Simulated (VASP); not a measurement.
Data:

```
CELL_PARAMETERS angstrom
      0.00000     2.35668     2.35668
      2.35668     0.00000     2.35668
      2.35668     2.35668     0.00000
ATOMIC_POSITIONS crystal
  Zr 0.00000 0.00000 0.00000
  C  0.50000 0.50000 0.50000
```

These are r2SCAN meta-GGA, VASP's PBE PAW potentials (set 64) (plane waves; VASP) values and carry that method's errors. Run with 600 eV cut-off, 12×12×12 Γ-centred mesh, first-order Methfessel-Paxton smearing of 0.10 eV, potentials Zr_sv C.

Energy and stress use the plane-wave basis of the starting cell.

Question: The ions, cell shape and volume at an external pressure of 15.0 GPa are relaxed. What does this cell relax into?

Answer: 
```
CELL_PARAMETERS angstrom
      0.00000     2.31135     2.31135
      2.31135     0.00000     2.31135
      2.31135     2.31135     0.00000
ATOMIC_POSITIONS crystal
  Zr 0.00000 0.00000 0.00000
  C  0.50000 0.50000 0.50000
```
Space group Fm-3m (225), at a tolerance of 0.03 Å.

Question: How do energy and volume change from the first to the last step?

Answer: The energy (σ→0) changes by +32.6 meV/atom and the volume by -5.7 %, in 4 ionic steps.

```json
[
 {"step": "1", "E(σ→0) (eV)": "-34.7235", "max force (eV/Å)": "0.000", "pressure (GPa)": "-0.10", "volume (Å³)": "26.18"},
 {"step": "2", "E(σ→0) (eV)": "-34.0102", "max force (eV/Å)": "0.000", "pressure (GPa)": "60.48", "volume (Å³)": "21.78"},
 {"step": "3", "E(σ→0) (eV)": "-34.6635", "max force (eV/Å)": "0.000", "pressure (GPa)": "14.26", "volume (Å³)": "24.75"},
 {"step": "4", "E(σ→0) (eV)": "-34.6584", "max force (eV/Å)": "0.000", "pressure (GPa)": "14.91", "volume (Å³)": "24.70"}
]
```

The compound is ZrC in the rock salt structure. This run relaxes it under an external pressure of 15 GPa. Symmetry was kept, so distortions that lower it aren't found.
